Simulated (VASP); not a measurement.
These are rev-vdW-DF2, VASP's PBE PAW potentials (set 64) (plane waves; VASP 6.6.1) values and carry that method's errors.

VASP input:

**INCAR**
```
! general
SYSTEM   = WS2
PREC     = Accurate
ENCUT    = 520
LREAL    = .FALSE.
LASPH    = .TRUE.

! electronic loop
EDIFF    = 1E-7
NELM     = 100
ALGO     = Normal
LMAXMIX  = 6

! smearing
ISMEAR   = 0
SIGMA    = 0.05

! functional
GGA      = MK
LUSE_VDW = .TRUE.
AGGAC    = 0.0
PARAM1   = 0.1234568
PARAM2   = 0.7114
ZAB_VDW  = -1.8867

! ions
IBRION   = 2
NSW      = 30
ISIF     = 4
EDIFFG   = -0.01

! output
LWAVE    = .FALSE.
LCHARG   = .FALSE.
```

### POSCAR
```
WS2
1
    1.6163166644    -2.7995425612     0.0000000000
    1.6163166644     2.7995425612     0.0000000000
    0.0000000000     0.0000000000    12.6000676224
W S
2 4
Direct
  0.3333330000   0.6666670000   0.2500000000
  0.6666670000   0.3333330000   0.7500000000
  0.3333330000   0.6666670000   0.8776440144
  0.6666670000   0.3333330000   0.3776440144
  0.6666670000   0.3333330000   0.1223559856
  0.3333330000   0.6666670000   0.6223559856
```

KPOINTS:
```
kpoints
0
gamma
  8 8 2
```

POTCAR, in this order: W_sv S (PBE.64 set). Program: vasp_std.

Task: What does the run give for the energy per atom (σ→0)?

Result: 
| Quantity | Result |
|---|---|
| energy per atom (σ→0) | -6.173 eV/atom |

File OSZICAR:
```
...
DAV:   1    -0.370385255249E+02   -0.57879E-04   -0.67419E-03  1296   0.378E-01    0.813E-02
DAV:   2    -0.370385462823E+02   -0.20757E-04   -0.39695E-04  1521   0.901E-02    0.324E-02
DAV:   3    -0.370385420584E+02    0.42238E-05   -0.26714E-05  1514   0.299E-02    0.246E-02
DAV:   4    -0.370385410843E+02    0.97416E-06   -0.64138E-06  1593   0.136E-02    0.114E-02
DAV:   5    -0.370385412433E+02   -0.15898E-06   -0.16169E-06  1317   0.679E-03    0.166E-03
DAV:   6    -0.370385411207E+02    0.12258E-06   -0.22034E-07   925   0.280E-03    0.118E-03
DAV:   7    -0.370385411440E+02   -0.23304E-07   -0.26873E-08   795   0.984E-04
   8 F= -.37038541E+02 E0= -.37038541E+02  d E =-.144206E-03
```

The compound is WS2 in the 2H layered structure. This cell is one point of a volume scan, at 1.06 of the reference volume. Symmetry was kept, so distortions that lower it aren't found.
